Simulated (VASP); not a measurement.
```
CELL_PARAMETERS angstrom
      0.00000     1.91097     1.91097
      1.91097     0.00000     1.91097
      1.91097     1.91097     0.00000
ATOMIC_POSITIONS crystal
  Rh 0.00000 0.00000 0.00000
```

Computed with SCAN meta-GGA, VASP's PBE PAW potentials (set 64) (plane waves; VASP 6.6.1). Numerical set-up: 520 eV cut-off, 16×16×16 Γ-centred mesh, first-order Methfessel-Paxton smearing of 0.10 eV, potentials Rh_pv.

Question: Give the stress tensor in GPa (positive for a compressed cell).

Answer: 
```
-8.12   0.00   0.00
 0.00  -8.12   0.00
 0.00   0.00  -8.12
```
The pressure is its mean diagonal, -8.12 GPa.

The compound is Rh in the fcc structure. This cell is one point of a volume scan, at 1.03 of the reference volume.
